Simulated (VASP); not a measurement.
VASP input:

### KPOINTS
```
Automatic mesh
0
Gamma
11 11 1
0 0 0
```

INCAR:
```
! general
SYSTEM        = SnS2
PREC          = Accurate
ENCUT         = 300   ! plane-wave cut-off (eV)
LREAL         = .FALSE.   ! projection in real space or not
LASPH         = .TRUE.   ! aspherical one-centre terms

! electronic loop
EDIFF         = 1E-6   ! SCF stop (eV)
NELM          = 100
ALGO          = Normal   ! blocked Davidson
LMAXMIX       = 4

! smearing
ISMEAR        = -1   ! Fermi-Dirac
SIGMA         = 0.05

! functional
GGA           = PE
GGA_COMPAT    = .FALSE.

! spin
MAGMOM        = 9*0.0
LSORBIT       = .TRUE.
LNONCOLLINEAR = .TRUE.

! ions
ISIF          = 2   ! forces and stress, cell fixed

! output
LWAVE         = .FALSE.
LCHARG        = .FALSE.
LORBIT        = 11
```

### POSCAR
```
SnS2
1
    3.6114230000     0.0000000000     0.0000000000
   -1.8057120000     3.1275840000     0.0000000000
    0.0000000000     0.0000000000    16.9362990000
Sn S
1 2
Direct
  0.0000000000   0.0000000000   0.5000000000
  0.3333330000   0.6666670000   0.5866870000
  0.6666670000   0.3333330000   0.4133130000
```

POTCAR, in this order: Sn_d S (PBE.64 set). Program: vasp_ncl.

**Question.** Write an equivalent input for Ansatz.

**Answer.** One equivalent input (not run):
Ansatz 0.2 input:
```yaml
crystal:
  lattice:
    - [3.6114230, 0.0000000, 0.0000000]
    - [-1.8057120, 3.1275840, 0.0000000]
    - [0.0000000, 0.0000000, 16.9362990]
  atoms:
    - { symbol: Sn, position: [0.0000000, 0.0000000, 0.5000000] }
    - { symbol: S, position: [0.3333330, 0.6666670, 0.5866870] }
    - { symbol: S, position: [0.6666670, 0.3333330, 0.4133130] }
kpoints:
  mp_grid: { grid: [11, 11, 1] }
hamiltonian:
  xc: pbe
  pseudopotentials: { kind: paw }
magnetization: { noncollinear: true, spin_orbit: true }
scf:
  occupations: { method: fermi_dirac, width: 0.05 }
  max_iter: 100
output: { forces: true, stress: true, eigenvalues: true }
```
What does not carry over: each code has its own PAW files, so the cut-off isn't converted (ENCUT is set for VASP's; basis.ecutwfc is left out, and Ansatz then takes the one that its files recommend); Ansatz stops its SCF on the density residual and VASP on the energy change (EDIFF).

The cell is a sheet with vacuum, built from a generated structure.
